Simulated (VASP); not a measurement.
Method: revTPSS meta-GGA, VASP's PBE PAW potentials (set 64) (plane waves; VASP).

VASP ran on this input.

**INCAR**
```
! general
SYSTEM  = AuAl2
PREC    = Accurate
ENCUT   = 520
LREAL   = .False.
LASPH   = .True.

! electronic loop
EDIFF   = 1E-7
NELM    = 100
ALGO    = Normal
LMAXMIX = 6
LMIXTAU = .True.

! smearing
ISMEAR  = -5

! functional
METAGGA = RTPSS

! ions
ISIF    = 2

! output
LWAVE   = .False.
LCHARG  = .False.
LORBIT  = 11
NEDOS   = 601

! other
LEFG    = .True.
```

File POSCAR:
```
AuAl2
1.0
  0.0000000000   3.0000000000   3.0000000000
  3.0000000000   0.0000000000   3.0000000000
  3.0000000000   3.0000000000   0.0000000000
Al Au
2 1
Cartesian
  1.5000000000   1.5000000000   1.5000000000
  4.5000000000   4.5000000000   4.5000000000
  0.0000000000   0.0000000000   0.0000000000
```

### KPOINTS_OPT
```
k-points along high-symmetry lines
10
Line-mode
Reciprocal
  0.000000   0.000000   0.000000 ! GAMMA
  0.500000   0.000000   0.500000 ! X

  0.500000   0.000000   0.500000 ! X
  0.625000   0.250000   0.625000 ! U

  0.375000   0.375000   0.750000 ! K
  0.000000   0.000000   0.000000 ! GAMMA

  0.000000   0.000000   0.000000 ! GAMMA
  0.500000   0.500000   0.500000 ! L

  0.500000   0.500000   0.500000 ! L
  0.500000   0.250000   0.750000 ! W

  0.500000   0.250000   0.750000 ! W
  0.500000   0.000000   0.500000 ! X
```

KPOINTS:
```
Automatic mesh
0
Gamma
10 10 10
0 0 0
```

POTCAR, in this order: Al Au (PBE.64 set). Program: vasp_std.

Output

**OSZICAR**
```
       N       E                     dE             d eps       ncg     rms          rms(c)
DAV:   1     0.143646049252E+03    0.14365E+03   -0.78344E+03  1224   0.145E+03
DAV:   2     0.355016035917E+02   -0.10814E+03   -0.98890E+02  1620   0.353E+02
DAV:   3     0.298162091506E+02   -0.56854E+01   -0.55038E+01  1616   0.898E+01
DAV:   4     0.296448026006E+02   -0.17141E+00   -0.17097E+00  1784   0.187E+01
DAV:   5     0.296411986863E+02   -0.36039E-02   -0.36122E-02  1744   0.289E+00    0.951E+00
DAV:   6     0.266985752860E+02   -0.29426E+01   -0.19366E+01  1148   0.585E+01    0.451E+00
DAV:   7     0.266704910235E+02   -0.28084E-01   -0.28195E+00  1380   0.186E+01    0.425E+00
DAV:   8     0.267141955040E+02    0.43704E-01   -0.93306E-01  1144   0.113E+01    0.212E+00
DAV:   9     0.265829464996E+02   -0.13125E+00   -0.73305E-01  1140   0.973E+00    0.151E+00
DAV:  10     0.265720354988E+02   -0.10911E-01   -0.26186E-01  1168   0.645E+00    0.145E-01
DAV:  11     0.265703618548E+02   -0.16736E-02   -0.61564E-03  1320   0.864E-01    0.998E-02
DAV:  12     0.265702290696E+02   -0.13279E-03   -0.12251E-03  1196   0.383E-01    0.621E-02
DAV:  13     0.265698806751E+02   -0.34839E-03   -0.23425E-04  1236   0.185E-01    0.288E-02
DAV:  14     0.265698824611E+02    0.17860E-05   -0.81580E-05  1224   0.105E-01    0.113E-02
DAV:  15     0.265698807279E+02   -0.17332E-05   -0.13423E-05  1208   0.475E-02    0.297E-03
DAV:  16     0.265698790008E+02   -0.17271E-05   -0.27749E-06  1252   0.236E-02    0.777E-04
DAV:  17     0.265698786001E+02   -0.40069E-06   -0.29244E-07  1252   0.794E-03    0.730E-04
DAV:  18     0.265698788151E+02    0.21500E-06   -0.56450E-08   780   0.360E-03    0.743E-04
DAV:  19     0.265698787163E+02   -0.98786E-07   -0.62074E-08   764   0.392E-03
   1 F= 0.26569879E+02 E0= 0.26569879E+02  d E =0.000000E+00
       N       E                     dE             ncg
       N       E                     dE             ncg
```

### OUTCAR
```
------------------------ aborting loop because EDIFF is reached ----------------------------------------
  FORCE on cell =-STRESS in cart. coord.  units (eV):
  Direction    XX          YY          ZZ          XY          YZ          ZX
  --------------------------------------------------------------------------------------
  Total        0.0523382      0.0523382      0.0523382     -0.0000000     -0.0000000      0.0000000
  in kB        1.5528717      1.5528717      1.5528717     -0.0000000     -0.0000000      0.0000000
  external PRESSURE =       1.5528717 kB  Pullay stress =       0.0000000 kB
  volume of cell :       54.00
      direct lattice vectors                 reciprocal lattice vectors
     0.000000000  3.000000000  3.000000000    -0.166666667  0.166666667  0.166666667
     3.000000000  0.000000000  3.000000000     0.166666667 -0.166666667  0.166666667
     3.000000000  3.000000000  0.000000000     0.166666667  0.166666667 -0.166666667
 POSITION                                       TOTAL-FORCE (eV/Angst)
 -----------------------------------------------------------------------------------
      1.50000      1.50000      1.50000         0.000000      0.000000      0.000000
      4.50000      4.50000      4.50000        -0.000000     -0.000000     -0.000000
      0.00000      0.00000      0.00000         0.000000     -0.000000      0.000000
 -----------------------------------------------------------------------------------
    total drift:                               -0.000000     -0.000000     -0.000000
  FREE ENERGIE OF THE ION-ELECTRON SYSTEM (eV)
  ---------------------------------------------------
  free  energy   TOTEN  =        26.5698787163 eV

  energy  without entropy=       26.5698787163  energy(sigma->0) =       26.56987872

 total charge

# of ion       s       p       d       tot
------------------------------------------
    1        0.410   0.361   0.000   0.771
    2        0.410   0.361   0.000   0.771
    3        0.781   0.729   8.545  10.054
--------------------------------------------------
tot          1.602   1.450   8.545  11.596

 Electric field gradients after diagonalization (V/A^2)
 (convention: |V_zz| > |V_xx| > |V_yy|)
----------------------------------------------------------------------
 ion       V_xx      V_yy      V_zz     asymmetry (V_yy - V_xx)/ V_zz
----------------------------------------------------------------------
   1      -0.000    -0.000     0.000       0.000
   2      -0.000    -0.000     0.000       0.000
   3      -0.000    -0.000     0.001       0.000
```
(Selected blocks of OUTCAR.)

For a metal the tetrahedron method with Blöchl corrections gives inexact stress and forces.

The compound is AuAl2 in the fluorite structure. The cell was not relaxed at this level. The electron count is odd and the run is not spin-polarised, which forces a metal.
